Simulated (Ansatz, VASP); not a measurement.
MgSc2C2: VASP beside Ansatz

```xyz
5
Lattice="4.1704 0.0000 0.0000 -2.0852 3.6116 0.0000 0.0000 0.0000 6.4639" Properties=species:S:1:pos:R:3 pbc="T T T"
Mg    0.0000    0.0000    3.5592
Sc    0.0000    2.4078    4.1944
Sc    2.0852    1.2039    4.1944
C     0.0000    0.0000    6.0339
C     0.0000    0.0000    1.3862
```

Alike in both runs: task single point; functional PBE; k mesh 6 × 6 × 4; occupations gaussian, width 0.1 eV; no spin polarisation.

|  | VASP | Ansatz |
| --- | --- | --- |
| version | VASP 6.6.1 | Ansatz 0.2.0 |
| potentials or method | VASP PAW PBE potentials, release 64 (Mg, Sc_sv, C) | scalar-relativistic, plane waves, PAW |
| plane-wave cutoff (eV) | 520 | 420 |
| valence electrons in the cell | 32 | 40 |

|  | VASP | Ansatz | Ansatz less VASP |
| --- | --- | --- | --- |
| gap on the k mesh at the Fermi level (eV) | none | none | - |
| pressure (GPa) | 9.9 | 9.5 | -0.32 |
| largest component of the traceless stress (GPa) | 44.73 | 44.45 | -0.275 |
| rms of the force components (eV/Å) | 1.940 | 1.938 | -0.0018 |

Atom by atom the forces differ by 0.003 eV/Å (rms over components). A gap of «none» marks a metal or a gap that the smearing closes. The functional is the same, so the differences come from potentials, cutoffs and numerics. The two sets of potentials don't hold the same shells in valence.

Caveats: forces of over 1 eV/Å show positions far from the minimum, so gaps and moduli don't describe the material at rest.
